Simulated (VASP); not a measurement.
These are PBE GGA, VASP's PBE PAW potentials (set 64) (plane waves; VASP) values and carry that method's errors.

VASP ran on this input.

KPOINTS:
```
Regular mesh
0
gamma
  13 13 7
0 0 0
```

INCAR:
```
# general
SYSTEM  = Co
PREC    = Accurate
ENCUT   = 400
LREAL   = .False.
LASPH   = .True.

# electronic loop
EDIFF   = 1E-6
NELM    = 100
ALGO    = Normal
LMAXMIX = 4

# smearing
ISMEAR  = 1
SIGMA   = 0.1

# functional
GGA     = PE

# spin
ISPIN   = 2
MAGMOM  = 2*1.8

# ions
ISIF    = 2

# output
LWAVE   = .False.
LCHARG  = .False.
LORBIT  = 10
```

POSCAR:
```
Co
7.998730
  0.1585217903  -0.2724527519   0.0000000000
  0.1585217903   0.2724527519   0.0000000000
  0.0000000000   0.0000000000   0.5000000000
Co
2
Cart
  0.1585217903   0.0908177656   0.1250000000
  0.1672091015  -0.0908177656   0.3750000000
```

POTCAR, in this order: Co (PBE.64 set). Program: vasp_std.

The resulting files:

OUTCAR:
```
 ion  position               nearest neighbor table
   1  0.333  0.667  0.250-   2 2.44   2 2.44   2 2.47   2 2.47   2 2.51   2 2.51
   2  0.694  0.361  0.750-   1 2.44   1 2.44   1 2.47   1 2.47   1 2.51   1 2.51
  LATTYP: Found a base centered orthorhombic cell.
 ALAT       =     2.5359460000
 B/A-ratio  =     1.7187085214
 C/A-ratio  =     1.5770702531
 Subroutine PRICEL returns:
 Original cell was already a primitive cell.
 Subroutine GETGRP returns: Found  4 space group operations
The static configuration has the point symmetry C_1 .
 The point group associated with its full space group is C_2h.
The dynamic configuration has the point symmetry C_1 .
The overall configuration has the point symmetry C_1 .
 Subroutine INISYM returns: Found  4 space group operations
 Subroutine IBZKPT returns following result:
 Found    340 irreducible k-points:

 Following reciprocal coordinates:
            Coordinates               Weight
  0.000000  0.000000  0.000000      1.000000
  0.076923  0.000000  0.000000      2.000000
  0.000000  0.076923  0.000000      2.000000
  0.153846  0.000000  0.000000      2.000000
  0.000000  0.153846  0.000000      2.000000
...
```

OSZICAR:
```
       N       E                     dE             d eps       ncg     rms          rms(c)
DAV:   1     0.696687854819E+02    0.69669E+02   -0.70405E+03 20839   0.131E+03
DAV:   2    -0.143365579427E+02   -0.84005E+02   -0.77617E+02 20477   0.237E+02
DAV:   3    -0.161294147601E+02   -0.17929E+01   -0.17542E+01 24852   0.485E+01
DAV:   4    -0.161581480603E+02   -0.28733E-01   -0.28728E-01 28836   0.463E+00
DAV:   5    -0.161583820002E+02   -0.23394E-03   -0.23394E-03 25404   0.387E-01    0.146E+01
DAV:   6    -0.145250133085E+02    0.16334E+01   -0.14043E+01 21996   0.753E+01    0.715E+00
DAV:   7    -0.140918039826E+02    0.43321E+00   -0.19847E+00 22297   0.274E+01    0.378E+00
DAV:   8    -0.140721938550E+02    0.19610E-01   -0.19810E-02 27829   0.169E+00    0.175E+00
DAV:   9    -0.140570481052E+02    0.15146E-01   -0.65881E-03 28586   0.144E+00    0.480E-01
DAV:  10    -0.140567352544E+02    0.31285E-03   -0.12722E-03 27086   0.483E-01    0.645E-02
DAV:  11    -0.140567054654E+02    0.29789E-04   -0.46500E-05 28043   0.956E-02    0.296E-02
DAV:  12    -0.140567027386E+02    0.27268E-05   -0.41205E-06 22464   0.279E-02    0.149E-02
DAV:  13    -0.140567024069E+02    0.33170E-06   -0.15122E-06 13094   0.197E-02
   1 F= -.14056702E+02 E0= -.14056473E+02  d E =-.687719E-03  mag=     3.2181
```

OUTCAR:
```
------------------------ aborting loop because EDIFF is reached ----------------------------------------
  FORCE on cell =-STRESS in cart. coord.  units (eV):
  Direction    XX          YY          ZZ          XY          YZ          ZX
  --------------------------------------------------------------------------------------
  Total       -1.0276647     -0.7972357     -0.1183804     -0.1661331      0.0000000      0.0000000
  in kB      -74.4935587    -57.7901826     -8.5811803    -12.0426909      0.0000000      0.0000000
  external PRESSURE =     -46.9549738 kB  Pullay stress =       0.0000000 kB
  volume of cell :       22.10
      direct lattice vectors                 reciprocal lattice vectors
     1.267973000 -2.179276000  0.000000000     0.394330163 -0.229433996  0.000000000
     1.267973000  2.179276000  0.000000000     0.394330163  0.229433996  0.000000000
     0.000000000  0.000000000  3.999365000     0.000000000  0.000000000  0.250039694
 POSITION                                       TOTAL-FORCE (eV/Angst)
 -----------------------------------------------------------------------------------
      1.26797      0.72643      0.99984         0.168574      0.015362      0.000000
      1.33746     -0.72643      2.99952        -0.168574     -0.015362      0.000000
 -----------------------------------------------------------------------------------
    total drift:                                0.000014      0.000007      0.000000
  FREE ENERGIE OF THE ION-ELECTRON SYSTEM (eV)
  ---------------------------------------------------
  free  energy   TOTEN  =       -14.0567024069 eV

  energy  without entropy=      -14.0560146876  energy(sigma->0) =      -14.05647317

 total charge

# of ion       s       p       d       tot
------------------------------------------
    1        0.482   0.506   7.249   8.236
    2        0.482   0.506   7.249   8.236
--------------------------------------------------
tot          0.963   1.012  14.497  16.473

 magnetization (x)

# of ion       s       p       d       tot
------------------------------------------
    1       -0.015  -0.057   1.706   1.634
    2       -0.015  -0.057   1.706   1.634
--------------------------------------------------
tot         -0.031  -0.113   3.412   3.268
```
(Selected blocks of OUTCAR.)

**OUTCAR**
```
 val. band max:        9.9882847238   @ k =   0.4615   0.3077   0.4286

 cond. band min:       9.9911796224   @ k =  -0.1538   0.0769   0.1429


 Fermi energy:         9.9889441833

 spin component 1

 k-point     1 :       0.0000    0.0000    0.0000
  band No.  band energies     occupation
      1       1.2047      1.00000
      2       4.9759      1.00000
      3       7.3841      1.00000
      4       7.4639      1.00000
      5       7.4750      1.00000
      6       7.7244      1.00000
      7       7.7977      1.00000
      8       7.9088      1.00000
      9       8.1050      1.00000
     10       9.0285      1.00000
     11       9.2618      1.00000
     12      10.1787     -0.01097
     13      16.5020      0.00000
     14      31.5087      0.00000
     15      33.6470      0.00000

 k-point     2 :       0.0769    0.0000    0.0000
  band No.  band energies     occupation
      1       1.4055      1.00000
      2       5.0936      1.00000
      3       7.2027      1.00000
      4       7.5508      1.00000
      5       7.5913      1.00000
      6       7.7757      1.00000
      7       7.8193      1.00000
      8       7.8257      1.00000
      9       8.0356      1.00000
     10       8.5823      1.00000
     11       9.0906      1.00000
     12      11.0680     -0.00000
     13      16.5395      0.00000
     14      29.6850      0.00000
     15      31.9483      0.00000

 k-point     3 :       0.0000    0.0769    0.0000
  band No.  band energies     occupation
      1       1.4051      1.00000
      2       5.0880      1.00000
      3       7.2369      1.00000
      4       7.5100      1.00000
      5       7.6288      1.00000
      6       7.7006      1.00000
      7       7.8519      1.00000
      8       7.8758      1.00000
      9       7.9842      1.00000
     10       8.4795      1.00000
     11       9.2719      1.00000
     12      11.0068     -0.00000
     13      16.5380      0.00000
...
```

The compound is Co in the hcp structure. The cell was not relaxed at this level, atoms are displaced from their ideal sites. The run is one of a series of settings (KPOINTS 13×13×7 Γ-centred mesh against the base run), some of them coarse on purpose.
